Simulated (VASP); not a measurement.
Consider the following.

```xyz
6
Lattice="3.1813 0.0000 0.0000 -1.5907 2.7551 0.0000 0.0000 0.0000 13.0366" Properties=species:S:1:pos:R:3 pbc="T T T"
W      1.5907     0.9184     9.7775
W      0.0000     1.8367     3.2592
S      1.5907     0.9184     4.9278
S      0.0000     1.8367    11.4461
S      0.0000     1.8367     8.1088
S      1.5907     0.9184     1.5905
```

All values below come from r2SCAN meta-GGA, VASP's PBE PAW potentials (set 64) (plane waves; VASP). Settings: PREC = Normal, EDIFF = 1E-5, 400 eV cut-off, 11×11×3 Γ-centred mesh, Gaussian smearing of 0.050 eV, potentials W_sv S.

### Question
The ions are relaxed. What does this cell relax into?

### Answer

```xyz
6
Lattice="3.1813 0.0000 0.0000 -1.5907 2.7551 0.0000 0.0000 0.0000 13.0366" Properties=species:S:1:pos:R:3 pbc="T T T"
W      1.5907     0.9184     9.7775
W      0.0000     1.8367     3.2592
S      1.5907     0.9184     4.8199
S      0.0000     1.8367    11.3382
S      0.0000     1.8367     8.2167
S      1.5907     0.9184     1.6984
```
Space group P6_3/mmc (194), at a tolerance of 0.03 Å.

### Question
How much energy does the relaxation gain?

### Answer
The energy (σ→0) changes by -74.8 meV/atom, in 3 ionic steps.

The compound is WS2 in the 2H layered structure. This run relaxes the ions in a fixed cell. Symmetry was kept, so distortions that lower it aren't found.
